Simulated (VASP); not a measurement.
BPt, 2 atoms in the cell. The structure is tetragonal, space group I4/mmm (No. 139). Conventional cell: a = 3.223 Å, b = 3.223 Å, c = 4.503 Å, α = 90.00°, β = 90.00°, γ = 90.00°. B (site symmetry 4/mmm) is surrounded by 6 Pt at 2.25 to 2.28 Å. Pt (site symmetry 4/mmm) has 6 B at 2.25 to 2.28 Å as nearest neighbours. The cell was built by a generator and needn't be a form met in nature.

```yaml
Program: VASP 6.6.1
Task: relaxation of cell and atoms
Functional: r2SCAN
Dispersion: D3(BJ)
Potentials_or_basis: VASP PAW PBE potentials, release 64 (B, Pt)
Cutoff: 600 eV
k_mesh: 12 × 12 × 12
Occupations: gaussian, width 0.05 eV
Spin: no spin polarisation
Further_INCAR_settings: ALGO = Normal; EDIFF = 1e-06; IBRION = 2; EDIFFG = -0.005; NSW = 40; ISIF = 3
```

Potentials or basis: VASP PAW PBE potentials, release 64 (B, Pt).

Launch:

```bash
$ cat potpaw_PBE.64/B/POTCAR potpaw_PBE.64/Pt/POTCAR > POTCAR
$ mpirun -np 1 vasp_std > vasp.out
```

Hardware: 1 thread of Intel(R) Xeon(R) Platinum 8488C (Sapphire Rapids), on a shared host.

Question: How long does it take, and how much memory?

Answer: It took 13 min on 1 thread of Intel(R) Xeon(R) Platinum 8488C (Sapphire Rapids), with other jobs on the host, peak memory 0.23 GiB. Counts: scf iterations 66, k points 163, ion steps 8.
